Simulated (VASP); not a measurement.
Level of theory: LDA (Ceperley-Alder, Perdew-Zunger), VASP's LDA PAW potentials (set 64) (plane waves; VASP).

Input for VASP

### POSCAR
```
CaO
1.0
  0.0000000000   2.2674460063   2.2674460063
  2.2674460063   0.0000000000   2.2674460063
  2.2674460063   2.2674460063   0.0000000000
Ca O
1 1
Cart
  0.0000000000   0.0000000000   0.0000000000
  2.2674460063   2.2674460063   2.2674460063
```

### INCAR
```
SYSTEM  =  CaO
PREC  =  Accurate; ENCUT  =  620; LREAL  =  F
LASPH  =  T
EDIFF  =  1E-6; NELM  =  100; ALGO  =  Normal
ISMEAR  =  0; SIGMA  =  0.05
IBRION  =  2; NSW  =  40; ISIF  =  3
EDIFFG  =  -0.02; PSTRESS  =  200
LWAVE  =  F; LCHARG  =  F
```

**KPOINTS**
```
Automatic mesh
0
Gamma
 10 10 10
```

POTCAR, in this order: Ca_sv O (LDA.64 set). Program: vasp_std.

Output of the run:

OSZICAR:
```
       N       E                     dE             d eps       ncg     rms          rms(c)
DAV:   1     0.146023701653E+03    0.14602E+03   -0.98328E+03  1128   0.161E+03
DAV:   2    -0.880779002147E+01   -0.15483E+03   -0.14701E+03  1328   0.372E+02
DAV:   3    -0.156137456378E+02   -0.68060E+01   -0.67458E+01  1420   0.811E+01
DAV:   4    -0.158384220641E+02   -0.22468E+00   -0.22438E+00  1636   0.124E+01
DAV:   5    -0.158409515109E+02   -0.25294E-02   -0.25293E-02  1376   0.138E+00    0.860E+00
DAV:   6    -0.141550583928E+02    0.16859E+01   -0.80246E+00  1316   0.281E+01    0.342E+00
DAV:   7    -0.140870564047E+02    0.68002E-01   -0.63473E-01  1492   0.849E+00    0.168E+00
DAV:   8    -0.140573191265E+02    0.29737E-01   -0.76867E-02  1412   0.321E+00    0.363E-01
DAV:   9    -0.140549195960E+02    0.23995E-02   -0.15775E-02  1348   0.120E+00    0.112E-01
DAV:  10    -0.140549832397E+02   -0.63644E-04   -0.13781E-03  1300   0.393E-01    0.305E-02
DAV:  11    -0.140550200049E+02   -0.36765E-04   -0.19633E-04  1684   0.122E-01    0.358E-02
DAV:  12    -0.140549959706E+02    0.24034E-04   -0.85491E-05  1340   0.103E-01    0.214E-03
DAV:  13    -0.140549964708E+02   -0.50018E-06   -0.56171E-06  1456   0.244E-02
   1 F= -.11144546E+02 E0= -.11144546E+02  d E =-.111445E+02
```

File OUTCAR:
```
------------------------ aborting loop because EDIFF is reached ----------------------------------------
  FORCE on cell =-STRESS in cart. coord.  units (eV):
  Direction    XX          YY          ZZ          XY          YZ          ZX
  --------------------------------------------------------------------------------------
  Total        2.8900448      2.8900448      2.8900448     -0.0000000      0.0000000      0.0000000
  in kB      198.5977392    198.5977392    198.5977392     -0.0000000      0.0000000      0.0000000
  external PRESSURE =      -1.4022608 kB  Pullay stress =     200.0000000 kB
  volume of cell :       23.32
      direct lattice vectors                 reciprocal lattice vectors
     0.000000000  2.267446006  2.267446006    -0.220512417  0.220512417  0.220512417
     2.267446006  0.000000000  2.267446006     0.220512417 -0.220512417  0.220512417
     2.267446006  2.267446006  0.000000000     0.220512417  0.220512417 -0.220512417
  FREE ENERGIE OF THE ION-ELECTRON SYSTEM (eV)
  ---------------------------------------------------
  free  energy   TOTEN  =       -14.0549964708 eV

  energy  without entropy=      -14.0549964708  energy(sigma->0) =      -14.05499647
  enthalpy is  TOTEN    =       -11.1445456079 eV   P V=        2.9104508630

 reached required accuracy - stopping structural energy minimisation
```
(Selected blocks of OUTCAR.)

The compound is CaO in the rock salt structure. It was relaxed first under an external pressure of 20 GPa.
